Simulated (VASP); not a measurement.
Output of a VASP run:

File OUTCAR:
```
 ion  position               nearest neighbor table
   1  0.000  0.000  0.000-   2 2.96   3 2.96   4 2.96   2 2.96   3 2.96   2 2.96   4 2.96   2 2.96
                             3 2.96   4 2.96   3 2.96   4 2.96
   2  0.000  0.500  0.500-   1 2.96   3 2.96   4 2.96   1 2.96   4 2.96   1 2.96   3 2.96   1 2.96
                             3 2.96   4 2.96   4 2.96   3 2.96
   3  0.500  0.000  0.500-   1 2.96   2 2.96   4 2.96   1 2.96   4 2.96   2 2.96   4 2.96   4 2.96
                             1 2.96   2 2.96   1 2.96   2 2.96
   4  0.500  0.500  0.000-   1 2.96   2 2.96   3 2.96   2 2.96   3 2.96   1 2.96   3 2.96   3 2.96
                             1 2.96   2 2.96   2 2.96   1 2.96
  LATTYP: Found a simple cubic cell.
 ALAT       =     4.1820000000
 Subroutine PRICEL returns:
 Original cell was already a primitive cell.
 Subroutine GETGRP returns: Found 48 space group operations
The static configuration has the point symmetry O_h .
The dynamic configuration has the point symmetry O_h .
 Subroutine INISYM returns: Found 48 space group operations
 Subroutine IBZKPT returns following result:
 Found      4 irreducible k-points:

 Following reciprocal coordinates:
            Coordinates               Weight
  0.125000  0.125000  0.125000      8.000000
  0.375000  0.125000  0.125000     24.000000
  0.375000  0.375000  0.125000     24.000000
  0.375000  0.375000  0.375000      8.000000
   k-points           NKPTS =      4   k-points in BZ     NKDIM =      4   number of bands    NBANDS=     14
   number of dos      NEDOS =    301   number of ions     NIONS =      4
   total plane-waves  NPLWV =  21952
   dimension x,y,z NGX =    28 NGY =   28 NGZ =   28
   dimension x,y,z NGXF=    56 NGYF=   56 NGZF=   56
   ions per type =               1   3
   PREC   = accura    normal or accurate (medium, high low for compatibility)
   ISTART =      0    job   : 0-new  1-cont  2-samecut
   ICHARG =      2    charge: 1-file 2-atom 10-const
   ISPIN  =      1    spin polarized calculation?
   LNONCOLLINEAR =      F non collinear calculations
   LSORBIT =      F    spin-orbit coupling
   INIWAV =      1    electr: 0-lowe 1-rand  2-diag
   ENCUT  =  400.0 eV  29.40 Ry    5.42 a.u.   6.82  6.82  6.82*2*pi/ulx,y,z
   NELM   =    100;   NELMIN=  2; NELMDL= -5     # of ELM steps
   EDIFF  = 0.1E-05   stopping-criterion for ELM
   LREAL  =      F    real-space projection
   NLSPLINE    = F    spline interpolate recip. space projectors
   LMAXMIX     =    4 max onsite mixed and CHGCAR
   VOSKOWN=      0    Vosko Wilk Nusair interpolation
   EDIFFG = 0.1E-04   stopping-criterion for IOM
   NSW    =      0    number of steps for IOM
   NBLOCK =      1;   KBLOCK =      1    inner block; outer block
   IBRION =     -1    ionic relax: 0-MD 1-quasi-New 2-CG
   NFREE  =      0    steps in history (QN), initial steepest desc. (CG)
   ISIF   =      2    stress and relaxation
   ISYM   =      2    0-nonsym 1-usesym 2-fastsym
   TEIN   =    0.0    initial temperature
   TEBEG  =    0.0;   TEEND  =   0.0 temperature during run
   SMASS  =  -3.00    Nose mass-parameter (am)
   PSTRESS=    0.0 pullay stress
   NELECT =      20.0000    total number of electrons
   EFERMI =   0.00;   METHOD = LEGACY
   ISMEAR =     1;   SIGMA  =   0.10  broadening in eV -4-tet -1-fermi 0-gaus
   IALGO  =     38    algorithm
   LDIAG  =      T    sub-space diagonalisation (order eigenvalues)
   IMIX   =      4    mixing-type and parameters
     AMIX     =   0.40;   BMIX     =  1.00
     AMIX_MAG =   1.60;   BMIX_MAG =  1.00
     AMIN     =   0.10
   GGA     = PE    functional components
   VOSKOWN =     0    Vosko Wilk Nusair interpolation
   LHFCALC =     F    Hartree Fock is set to
   LHFONE  =     F    Hartree Fock one center treatment
   AEXX    =    0.0000 exact exchange contribution
   IVDW    =     0    specifies the selected vdW correction
   LEPSILON=     F    determine dielectric tensor
   LRPA    =     F    only Hartree local field effects (RPA)
  energy-cutoff  :      400.00
  volume of cell :       73.14
      direct lattice vectors                 reciprocal lattice vectors
     4.182000000  0.000000000  0.000000000     0.239120038  0.000000000  0.000000000
     0.000000000  4.182000000  0.000000000     0.000000000  0.239120038  0.000000000
     0.000000000  0.000000000  4.182000000     0.000000000  0.000000000  0.239120038
...
```

OSZICAR:
```
       N       E                     dE             d eps       ncg     rms          rms(c)
DAV:   1     0.949881906100E+02    0.94988E+02   -0.69977E+03   112   0.102E+03
DAV:   2    -0.133466755067E+02   -0.10833E+03   -0.10749E+03   112   0.342E+02
DAV:   3    -0.201909600604E+02   -0.68443E+01   -0.63805E+01   178   0.624E+01
DAV:   4    -0.203299600110E+02   -0.13900E+00   -0.13891E+00   168   0.782E+00
DAV:   5    -0.203310877290E+02   -0.11277E-02   -0.11274E-02   148   0.923E-01    0.799E+00
DAV:   6    -0.193349407823E+02    0.99615E+00   -0.51732E+00   186   0.252E+01    0.267E+00
DAV:   7    -0.192847751191E+02    0.50166E-01   -0.94268E-02   128   0.257E+00    0.153E+00
DAV:   8    -0.192595742549E+02    0.25201E-01   -0.44034E-02   154   0.160E+00    0.203E-01
DAV:   9    -0.192593625527E+02    0.21170E-03   -0.29701E-03   142   0.470E-01    0.733E-02
DAV:  10    -0.192593573164E+02    0.52363E-05   -0.18625E-04   172   0.142E-01    0.663E-02
DAV:  11    -0.192593604343E+02   -0.31180E-05   -0.11741E-05   136   0.277E-02    0.200E-02
DAV:  12    -0.192593533509E+02    0.70835E-05   -0.24101E-05   142   0.280E-02    0.423E-03
DAV:  13    -0.192593535086E+02   -0.15777E-06   -0.11878E-06    88   0.782E-03
   1 F= -.19259354E+02 E0= -.19256243E+02  d E =-.933179E-02
```

OUTCAR:
```
------------------------ aborting loop because EDIFF is reached ----------------------------------------
  FORCE on cell =-STRESS in cart. coord.  units (eV):
  Direction    XX          YY          ZZ          XY          YZ          ZX
  --------------------------------------------------------------------------------------
  Total       -1.8932691     -1.8932691     -1.8932691      0.0000000      0.0000000     -0.0000000
  in kB      -41.4735153    -41.4735153    -41.4735153      0.0000000      0.0000000     -0.0000000
  external PRESSURE =     -41.4735153 kB  Pullay stress =       0.0000000 kB
  volume of cell :       73.14
      direct lattice vectors                 reciprocal lattice vectors
     4.182000000  0.000000000  0.000000000     0.239120038  0.000000000  0.000000000
     0.000000000  4.182000000  0.000000000     0.000000000  0.239120038  0.000000000
     0.000000000  0.000000000  4.182000000     0.000000000  0.000000000  0.239120038
 POSITION                                       TOTAL-FORCE (eV/Angst)
 -----------------------------------------------------------------------------------
      0.00000      0.00000      0.00000         0.000000      0.000000      0.000000
      0.00000      2.09100      2.09100         0.000000      0.000000      0.000000
      2.09100      0.00000      2.09100         0.000000      0.000000      0.000000
      2.09100      2.09100      0.00000         0.000000      0.000000      0.000000
 -----------------------------------------------------------------------------------
    total drift:                               -0.000000     -0.000000     -0.000000
  FREE ENERGIE OF THE ION-ELECTRON SYSTEM (eV)
  ---------------------------------------------------
  free  energy   TOTEN  =       -19.2593535086 eV

  energy  without entropy=      -19.2500217189  energy(sigma->0) =      -19.25624291
```
(Selected blocks of OUTCAR.)

File POSCAR:
```
Al3Sc
1
    4.1820000000     0.0000000000     0.0000000000
    0.0000000000     4.1820000000     0.0000000000
    0.0000000000     0.0000000000     4.1820000000
Sc Al
1 3
Direct
  0.0000000000   0.0000000000   0.0000000000
  0.0000000000   0.5000000000   0.5000000000
  0.5000000000   0.0000000000   0.5000000000
  0.5000000000   0.5000000000   0.0000000000
```

Task: Write an INCAR and KPOINTS that could have produced this output.

Result: One answer among several that fit: the input of the run itself, PBE GGA, plane waves, VASP's PBE PAW potentials (set 64).

**KPOINTS**
```
Automatic mesh
0
Monkhorst-Pack
4 4 4
0 0 0
```

INCAR:
```
# general
SYSTEM  = Al3Sc
PREC    = Accurate
ENCUT   = 400
LREAL   = .FALSE.
LASPH   = .TRUE.

# electronic loop
EDIFF   = 1E-6
NELM    = 100
ALGO    = Normal
LMAXMIX = 4

# smearing
ISMEAR  = 1
SIGMA   = 0.1

# functional
GGA     = PE

# ions
ISIF    = 2

# output
LWAVE   = .FALSE.
LCHARG  = .FALSE.
```

POTCAR, in this order: Sc_sv Al (PBE.64 set). Program: vasp_std.

The compound is Al3Sc in the L1_2 structure. The cell was not relaxed at this level. The k-mesh is coarse (spacing up to 0.38 per Å, 2π included), so the numbers may not be converged in it. The run is one of a series of settings (KPOINTS 4×4×4 Monkhorst-Pack mesh against the base run), some of them coarse on purpose.
